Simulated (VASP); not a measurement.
Data:

```
TiGe2
1.0
    0.00000     4.30898     4.37960
    2.51225     0.00000     4.37960
    2.51225     4.30898     0.00000
Ti Ge
2 4
Cartesian
  3.76837   6.46348   6.56941
  2.51225   4.30898   4.37960
  1.25612   0.71210   2.18980
  1.25612   3.59688   2.18980
  2.51225   1.44239   4.37960
  2.51225   7.17558   4.37961
```

Computed with LDA (Ceperley-Alder, Perdew-Zunger), VASP's LDA PAW potentials (set 64) (plane waves; VASP). Run with 300 eV cut-off, 5×5×5 Γ-centred mesh, Gaussian smearing of 0.27 eV, potentials Ti_sv Ge_d.

At this cut-off the stress carries a Pulay error, which pulls relaxed volumes low.

### Question
Which forces act on the atoms, in eV/Å?

### Answer

| atom | Fx | Fy | Fz |
|---|---|---|---|
| Ti1 | 0.000 | 0.000 | 0.000 |
| Ti2 | 0.000 | 0.000 | 0.000 |
| Ge3 | 0.000 | -0.063 | 0.000 |
| Ge4 | 0.000 | 0.063 | 0.000 |
| Ge5 | 0.000 | 0.063 | 0.000 |
| Ge6 | 0.000 | -0.063 | 0.000 |

### Question
Give the stress tensor in GPa (positive for a compressed cell).

### Answer

```
-6.66   0.00   0.00
 0.00  -6.94   0.00
 0.00   0.00  -6.49
```
The pressure is its mean diagonal, -6.70 GPa.

The structure comes from a computed database's TiGe2 entry (Fddd); how it stands against other phases isn't given here. The cell was not relaxed at this level. The k-mesh is coarse (spacing up to 0.32 per Å, 2π included), so the numbers may not be converged in it.
